Why do five calculations, based on the same equations for the same crystal of Bi₂Se₃, give four gaps that nearly coincide and one that is clearly smaller? The reason lies in the position of a single level, the top of the valence band, which one program places higher than the others do. Agreement on the gap is also a narrower result than it appears, because every calculation here leaves out the same large physical effect.

Kohn-Sham DFT band gaps of Bi₂Se₃ (R-3m, 5 atoms) at the given geometry, with the PBE functional and without spin polarisation or spin-orbit coupling. Gaps are taken on the 8×8×8 k mesh, with Fermi-Dirac smearing of 0.05 eV. The basis column gives the plane-wave cutoff or, for LAPW, the target basis error.

| program | potentials | basis | gap (eV) | direct gap (eV) | gap less the median of the rows (eV) |
| --- | --- | --- | --- | --- | --- |
| GPAW | GPAW PAW data sets (gpaw data 1.2.1) | 600 eV | 0.190 | 0.190 | -0.023 |
| SIRIUS | dojo sr pbe 0.4.1 standard | 1177 eV | 0.210 | n/a | -0.003 |
| VASP | VASP PAW PBE potentials, recommended | 520 eV | 0.213 | 0.213 | 0.000 |
| Ansatz | Ansatz PAW | 420 eV | 0.215 | 0.215 | 0.002 |
| Ansatz LAPW | all electron LAPW, scalar relativistic | 0.001 eV/atom basis error | 0.216 | 0.216 | 0.003 |

## Four calculations agree, one stands apart

The gaps from SIRIUS, VASP, Ansatz and Ansatz LAPW lie within 6 meV of one another. GPAW gives 0.190 eV, which is 26 meV below the all-electron LAPW value. That is about the thermal energy at room temperature, and about 12 % of the all-electron gap. The order of the four close rows deserves no explanation, since no program's gap was tested for convergence to a few meV.

The all-electron row is the natural reference, because it replaces no atomic core by a potential prepared in advance. It shares its program with the Ansatz PAW row, so the close match of those two is only partly independent evidence. VASP and SIRIUS carry more weight here. They use other codes and other potentials, and still come within a few meV of the all-electron gap.

## A gap is a small difference between two levels

On the mesh used, both edges of the gap lie at the centre of the Brillouin zone. The true band edges may lie between mesh points, so the discussion concerns the gap at this one point. Absolute level energies can't be compared between programs, because each sets its own zero. Distances between levels can be compared, provided that they are measured from a level common to all.

A suitable zero is the pair of valence levels of equal energy that lies below the valence top. Let $V$ be the height of the valence top above this pair, and $C$ the height of the conduction minimum above it. The gap is then

$$g = C - V .$$

In the all-electron calculation $C$ is 1.434 eV and $V$ is 1.218 eV. Two distances of more than 1 eV thus leave a remainder of only 0.216 eV.

This remainder makes the gap a sensitive quantity. If $V$ is wrong by 2 %, the crystal's level scheme looks almost unchanged, yet the gap changes by more than a tenth. The same displacement in a crystal with a gap of 2 eV would be a matter of about one per cent. A narrow gap therefore magnifies a level error in relative terms, although the error itself need be no larger than elsewhere.

## One level has moved

For small changes the relation above reads $\delta g = \delta C - \delta V$. From the all-electron row to GPAW, $C$ rises by 2 meV and $V$ by 28 meV, so the gap changes by $2 - 28 = -26$ meV. This sum must come out right, because it only restates what a gap is. The informative part is that nearly all of the change sits in $V$.

Two other explanations would leave different traces. If GPAW had moved the whole valence block up against the conduction band, the pair would have moved with it, and $C$ would have shrunk by the full 26 meV. It grew by 2 meV instead. The levels that do not border the gap support this reading: one below the pair and one above the conduction minimum keep their distances from the pair to within 3 meV.

The second possibility is a general stretching of the level scheme, as if GPAW spread all energies by one common factor. The factor needed for the valence top is $1.246/1.218 = 1.023$. Applied to the conduction minimum, it would raise $C$ by $1.434 \times 0.023 = 0.033$ eV, far more than was found. It would also widen the gap, whereas GPAW's gap is narrower.

The picture of one displaced level takes its single number, the 28 meV, from GPAW's own levels, and it describes the GPAW row to within a few meV. It locates the difference without explaining its origin. It is also not needed for the other rows: the small deviation of SIRIUS, for instance, sits mainly in the conduction levels and is of a size that ordinary settings can produce.

## Why a single level can move alone

A simpler system shows how this is possible: the p shell of one atom in a field along a fixed axis $z$. The field splits the shell into a single level, $p_z$, and a pair, $p_x$ and $p_y$. Rotation about the axis turns the two members of the pair into each other, so no error that respects this symmetry can separate them. The $p_z$ level has no such partner, and an error in the potential along the axis can shift it against the pair.

Bi₂Se₃ has a threefold axis perpendicular to its layers, and this lower symmetry is still enough to keep such a pair together. With electron spin left aside, it also keeps $p_z$ orbitals out of the valence pair at the zone centre, which is therefore expected to consist mainly of p orbitals lying in the layers. In the accepted picture of this material, the valence top is mainly selenium $p_z$ and the conduction minimum mainly bismuth $p_z$. Orbitals that point across the layers and orbitals that lie within them sample different parts of the potential, so a flaw in its description need not affect them equally.

The analogy ends where the crystal mixes orbitals of several atoms. A single level in the crystal may also contain s orbitals, which the pair can't. Above all, the conduction minimum is a single level of $p_z$ type too, and GPAW places it where the all-electron calculation does. The atom thus explains why one level is free to move, but not why it is the valence top that moves in GPAW.

## What the cause is not, and what it may be

An obvious suspect is the number of electrons that each program treats explicitly. GPAW treats 48 and keeps the rest frozen in the atomic cores, while SIRIUS and Ansatz treat 78. The additional 30 correspond to ten for each selenium atom, its filled 3d shell. If freezing that shell were enough to raise the valence top, VASP should show the same error.

It does not. VASP also treats 48 electrons and also uses the PAW method, yet its gap is 23 meV larger than GPAW's, and its valence top lies within about 1 meV of the all-electron position. Neither the electron count nor the PAW method as such is therefore sufficient to produce the shift. This comparison between two programs is more telling than the nominal cutoffs, which can't be ranked across potentials of different construction.

What remains is the particular way in which GPAW represents the atoms: its data sets, its basis and its real-space grids. That the displaced level is mainly a selenium state does not single out the selenium data set. The pair is expected to be mainly selenium too, and a data set treats the three p orbitals of its atom alike. A flaw in the bismuth data set could also reach the valence top, through bismuth s orbitals, which the pair can't contain. These calculations do not separate such causes from the basis and the grids. The question could be settled by changing one of them at a time in GPAW and watching $V$ rather than the gap. The distance $V$ isolates the displaced level, whereas the gap could also improve through a second error in $C$.

## A good gap does not vouch for the forces

The forces on the atoms give the programs a different ranking. On the outer selenium atoms, SIRIUS gives a force 15 % larger than the all-electron one, although its gap is close. The forces are small, so this amounts to only 0.025 eV/Å. GPAW, with the deviating gap, differs there by only 1 %. On bismuth the contrast is weaker: SIRIUS lies 12 % above the all-electron force and GPAW 6 %.

The two quantities draw on different parts of the calculation. The gap depends on two levels at one point of the zone. A force depends on how the total energy changes when an atom moves, and so on the electron density as a whole. A level can be displaced with little effect on the density, and small changes spread over many states can alter a force while leaving the band edges in place.

For practical work this means that a program and its potentials should be tested on the quantity that will be used. A user who needs band edges should compare levels, and one who will relax structures should compare forces. The forces also show that this cell is not at rest in any of the programs. The gaps therefore belong to the given structure, and relaxation would change them.

## The errors that all five rows share

Errors that are common to all rows can't be seen by comparing them. One comes from PBE itself, which tends to make ordinary band gaps too small. Another comes from leaving out spin-orbit coupling, and in this material it changes even the order of the levels. Spin-orbit coupling, the interaction of an electron's spin with its orbital motion, is strong in a heavy atom such as bismuth. For the bismuth 6p shell its scale is roughly 1 eV, a recalled order of magnitude. That is some forty times the spread of the five gaps.

The atom in an axial field again shows the mechanism. Spin-orbit coupling mixes $p_z$ of one spin with $p_x$ and $p_y$ of the other, and levels that mix repel each other. In Bi₂Se₃ the conduction minimum is pushed down by bismuth states above it, and the valence top is pushed up by selenium states below it. The two edges approach, cross at the zone centre and exchange their order, which is what makes the material a topological insulator. They can cross there because they behave oppositely under inversion and so do not mix with each other at that point.

Let $S$ be the total amount by which spin-orbit coupling drives the two edges together. Since $S$ exceeds $g$ in this material, their separation after the crossing is $S - g$. If $S$ were the same in all five calculations, GPAW would end with a separation larger than the all-electron one by $0.216 - 0.190 = 0.026$ eV. The program with the smallest gap in the table would then have the most widely separated inverted edges at the zone centre.

This reversal is an argument from theory, as no row includes the coupling. Nor does it fix the final band gap, which after the inversion may lie away from the zone centre. It does show how the table should be used. The close agreement of four calculations confirms that they solve the same simplified problem alike, but a gap near 0.2 eV from that problem belongs to the uninverted crystal, and any resemblance to a measured gap is no evidence of accuracy.
